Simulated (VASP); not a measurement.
Level of theory: r2SCAN+rVV10, VASP's PBE PAW potentials (set 64) (plane waves; VASP).

VASP ran on this input.

INCAR:
```
SYSTEM = PbSe
PREC = Accurate
ENCUT = 520
EDIFF = 1E-7
NELM = 100
ALGO = Normal
LREAL = .FALSE.
LASPH = .TRUE.
ISMEAR = -5
METAGGA = R2SCAN
LUSE_VDW = .TRUE.
BPARAM = 11.95
CPARAM = 0.0093
LMIXTAU = .TRUE.
LMAXMIX = 4
LWAVE = .FALSE.
LCHARG = .FALSE.
LORBIT = 11
NEDOS = 601
ISIF = 2
```

**KPOINTS_OPT**
```
k-points along high-symmetry lines
10
Line-mode
Reciprocal
  0.000000   0.000000   0.000000 ! GAMMA
  0.500000   0.000000   0.500000 ! X

  0.500000   0.000000   0.500000 ! X
  0.625000   0.250000   0.625000 ! U

  0.375000   0.375000   0.750000 ! K
  0.000000   0.000000   0.000000 ! GAMMA

  0.000000   0.000000   0.000000 ! GAMMA
  0.500000   0.500000   0.500000 ! L

  0.500000   0.500000   0.500000 ! L
  0.500000   0.250000   0.750000 ! W

  0.500000   0.250000   0.750000 ! W
  0.500000   0.000000   0.500000 ! X
```

KPOINTS:
```
kpoints
0
gamma
  8 8 8
0 0 0
```

**POSCAR**
```
PbSe
1
    0.0000000000     3.0729819300     3.0729819300
    3.0729819300     0.0000000000     3.0729819300
    3.0729819300     3.0729819300     0.0000000000
Pb Se
1 1
Direct
  0.0000000000   0.0000000000   0.0000000000
  0.5000000000   0.5000000000   0.5000000000
```

POTCAR, in this order: Pb_d Se (PBE.64 set). Program: vasp_std.

Unless said otherwise, spin-orbit coupling is left out, though it shifts the bands of the heavy elements here.

Q: Predict the energy per atom (σ→0), band gap (over mesh and band path).

A: 
```json
{
  "energy per atom (σ→0)": "-35.707 eV/atom",
  "band gap (over mesh and band path)": "0.58 eV"
}
```

File OSZICAR:
```
...
DAV:  18    -0.714140023618E+02   -0.50340E-07   -0.19124E-06   836   0.135E-02    0.161E-03
DAV:  19    -0.714140024727E+02   -0.11092E-06   -0.15365E-07   556   0.747E-03    0.886E-04
DAV:  20    -0.714140027852E+02   -0.31250E-06   -0.35638E-07   756   0.562E-03    0.173E-04
DAV:  21    -0.714140027616E+02    0.23593E-07   -0.31133E-08   430   0.210E-03
   1 F= -.71414003E+02 E0= -.71414003E+02  d E =0.000000E+00
       N       E                     dE             ncg
       N       E                     dE             ncg
       N       E                     dE             ncg
```

The compound is PbSe in the rock salt structure. It was relaxed first.
